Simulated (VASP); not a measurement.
Input:

```
CELL_PARAMETERS angstrom
      2.84786     0.00000     0.00000
      0.00000     2.84786     0.00000
      0.00000     0.00000     4.09489
ATOMIC_POSITIONS crystal
  Ti 0.00000 0.00000 0.00000
  Al 0.50000 0.50000 0.50000
```

The numbers are results of RPBE GGA, VASP's PBE PAW potentials (set 64) (plane waves; VASP 6.6.1), not measurements. Run with 520 eV cut-off, 14×14×10 Γ-centred mesh, tetrahedra with Blöchl corrections, potentials Ti_sv Al.

Problem. Tabulate the total density of states (states/eV per cell) against energy (eV; zero at the valence-band maximum or, without a gap, the Fermi level).

Solution. 
```
E (eV) | DOS (states/eV)
    -9.91 |  0.00
    -9.70 |  0.00
    -9.59 |  0.00
    -9.38 |  0.00
    -9.28 |  0.00
    -9.06 |  0.00
    -8.85 |  0.05
    -8.74 | # 0.09
    -8.53 | # 0.14
    -8.43 | # 0.16
    -8.21 | ## 0.20
    -8.00 | ## 0.24
    -7.89 | ## 0.26
    -7.68 | ## 0.30
    -7.58 | ### 0.34
    -7.37 | ### 0.38
    -7.15 | ### 0.38
    -7.05 | ### 0.38
    -6.83 | ### 0.39
    -6.73 | ### 0.39
    -6.51 | ### 0.40
    -6.41 | ### 0.40
    -6.20 | ### 0.40
    -5.98 | ### 0.41
    -5.88 | ### 0.42
    -5.67 | #### 0.43
    -5.56 | #### 0.43
    -5.35 | #### 0.45
    -5.13 | #### 0.52
    -5.03 | ##### 0.57
    -4.82 | ##### 0.61
    -4.71 | ##### 0.58
    -4.50 | #### 0.49
    -4.29 | #### 0.47
    -4.18 | #### 0.48
    -3.97 | #### 0.49
    -3.86 | #### 0.51
    -3.65 | ##### 0.56
    -3.44 | ##### 0.62
    -3.33 | ##### 0.66
    -3.12 | ###### 0.74
    -3.01 | ###### 0.76
    -2.80 | ######## 0.95
    -2.59 | ######## 1.03
    -2.48 | ######## 1.00
    -2.27 | ########### 1.39
    -2.16 | ############ 1.47
    -1.95 | ########### 1.35
    -1.74 | ############## 1.76
    -1.63 | ################### 2.35
    -1.42 | ############### 1.86
    -1.31 | ########### 1.40
    -1.10 | ######## 1.01
    -0.89 | ######## 1.00
    -0.78 | ########### 1.37
    -0.57 | ############### 1.81
    -0.46 | ############### 1.86
    -0.25 | #################### 2.39
    -0.04 | ################ 1.93
     0.07 | ############## 1.76
     0.28 | ############# 1.56
     0.39 | ############ 1.47
     0.60 | ######### 1.05
     0.70 | ########## 1.19
     0.92 | ############ 1.52
     1.13 | ################## 2.17
     1.24 | ################### 2.27
     1.45 | #################### 2.41
     1.55 | #################### 2.41
     1.77 | ############################# 3.49
     1.98 | ############################## 3.66
     2.08 | ########################## 3.17
     2.30 | ################# 2.13
     2.40 | ############# 1.63
     2.62 | ########## 1.17
     2.83 | ########## 1.22
     2.93 | ########## 1.25
     3.15 | ######## 0.98
     3.25 | ###### 0.71
     3.46 | ########## 1.26
```
Within 2 eV below the Fermi level the largest weight inside VASP's projection spheres is Ti d.

The compound is TiAl in the L1_0 structure. It was relaxed first. The electron count is odd and the run is not spin-polarised, which forces a metal.
